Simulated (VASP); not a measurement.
TaSeF:

```xyz
3
Lattice="3.6698 0.0000 0.0000 0.0000 3.6698 0.0000 0.0000 0.0000 4.1453" Properties=species:S:1:pos:R:3 pbc="T T T"
Ta    0.0000    0.0000    2.0727
Se    1.8349    1.8349    2.0727
F     0.0000    0.0000    0.0000
```

The cell was built by a generator and needn't be a form met in nature.

Base run:

| Quantity | Value |
| --- | --- |
| Program | VASP 6.6.1 |
| Functional | PBE |
| Potentials or basis | VASP PAW PBE potentials, release 64 (Ta_pv, Se, F) |
| Cutoff | 520 eV |
| k mesh | 5 × 5 × 5 |
| Occupations | fermi-dirac, width 0.05 eV |
| Spin | spin-orbit coupling, no magnetisation |

Its results: pressure 0.7 GPa.

Problem. The run is repeated on the same cell with these changes: spin from spin-orbit coupling, no magnetisation to no spin polarisation. What comes out?

Solution. Pressure 0.0 GPa.

Not every run made on this cell is shown here.
